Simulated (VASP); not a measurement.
All values below come from PBE GGA, VASP's PBE PAW potentials (set 64) (plane waves; VASP).

VASP ran on this input.

**POSCAR**
```
SbPd
1
    0.0000000000     2.9347590000     2.9347590000
    2.9347590000     0.0000000000     2.9347590000
    2.9347590000     2.9347590000     0.0000000000
Sb Pd
1 1
Direct
  0.0000000000   0.0000000000   0.0000000000
  0.5000000000   0.5000000000   0.5000000000
```

**KPOINTS**
```
kpoints
0
Gamma
 10 10 10
```

### INCAR
```
SYSTEM=SbPd
PREC=Accurate; ENCUT=400; LREAL=.FALSE.
LASPH=.TRUE.
EDIFF=1E-6; NELM=100; ALGO=Conjugate
LMAXMIX=4
ISMEAR=1; SIGMA=0.1
GGA=PE
ISIF=2
LWAVE=.FALSE.; LCHARG=.FALSE.
```

POTCAR, in this order: Sb Pd (PBE.64 set). Program: vasp_std.

What VASP printed:

OSZICAR:
```
       N       E                     dE             d eps       ncg     rms           ort
DAV:   1     0.555413929860E+02    0.55541E+02   -0.57601E+03   517   0.964E+02
DAV:   2    -0.772237154299E+01   -0.63264E+02   -0.57589E+02   517   0.185E+02
DAV:   3    -0.957478207935E+01   -0.18524E+01   -0.18236E+01   517   0.347E+01
DAV:   4    -0.959050414052E+01   -0.15722E-01   -0.15718E-01   517   0.348E+00
DAV:   5    -0.959074840452E+01   -0.24426E-03   -0.24426E-03   517   0.472E-01
SDA:   6    -0.944589333300E+01    0.14486E+00   -0.24426E-03   517   0.412E+00   0.000E+00
CGA:   7    -0.950433449449E+01   -0.58441E-01   -0.58527E-01   517   0.343E-01  -0.229E-03
CGA:   8    -0.951502836070E+01   -0.10694E-01   -0.10703E-01   517   0.282E-02  -0.759E-04
CGA:   9    -0.951651006454E+01   -0.14817E-02   -0.14701E-02   517   0.496E-03   0.377E-04
CGA:  10    -0.951671275514E+01   -0.20269E-03   -0.19945E-03   517   0.156E-03   0.203E-04
CGA:  11    -0.951674484611E+01   -0.32091E-04   -0.31930E-04   517   0.319E-04  -0.291E-05
CGA:  12    -0.951675688527E+01   -0.12039E-04   -0.11851E-04   517   0.410E-05   0.144E-05
SDA:  13    -0.951675856006E+01   -0.16748E-05   -0.19158E-05   517   0.387E-05  -0.129E-05
CGA:  14    -0.951675892575E+01   -0.36569E-06   -0.46321E-06   517   0.348E-06   0.613E-06
   1 F= -.95167589E+01 E0= -.95164620E+01  d E =-.890759E-03
```

### OUTCAR
```
------------------------ aborting loop because EDIFF is reached ----------------------------------------
  FORCE on cell =-STRESS in cart. coord.  units (eV):
  Direction    XX          YY          ZZ          XY          YZ          ZX
  --------------------------------------------------------------------------------------
  Total       -3.4604055     -3.4604055     -3.4604055     -0.0000000     -0.0000000      0.0000000
  in kB     -109.6706071   -109.6706071   -109.6706071     -0.0000000     -0.0000000      0.0000000
  external PRESSURE =    -109.6706071 kB  Pullay stress =       0.0000000 kB
  volume of cell :       50.55
      direct lattice vectors                 reciprocal lattice vectors
     0.000000000  2.934759000  2.934759000    -0.170371741  0.170371741  0.170371741
     2.934759000  0.000000000  2.934759000     0.170371741 -0.170371741  0.170371741
     2.934759000  2.934759000  0.000000000     0.170371741  0.170371741 -0.170371741
 POSITION                                       TOTAL-FORCE (eV/Angst)
 -----------------------------------------------------------------------------------
      0.00000      0.00000      0.00000        -0.000000     -0.000000      0.000000
      2.93476      2.93476      2.93476         0.000000      0.000000      0.000000
 -----------------------------------------------------------------------------------
    total drift:                                0.000000      0.000000      0.000000
  FREE ENERGIE OF THE ION-ELECTRON SYSTEM (eV)
  ---------------------------------------------------
  free  energy   TOTEN  =        -9.5167589257 eV

  energy  without entropy=       -9.5158681667  energy(sigma->0) =       -9.51646201
```
(Selected blocks of OUTCAR.)

The structure was generated: SbPd was put into the rocksalt type (Fm-3m), which need not be its known phase. The cell was not relaxed at this level. The run is one of a series of settings (ALGO = Conjugate against the base run), some of them coarse on purpose. The electron count is odd and the run is not spin-polarised, which forces a metal.
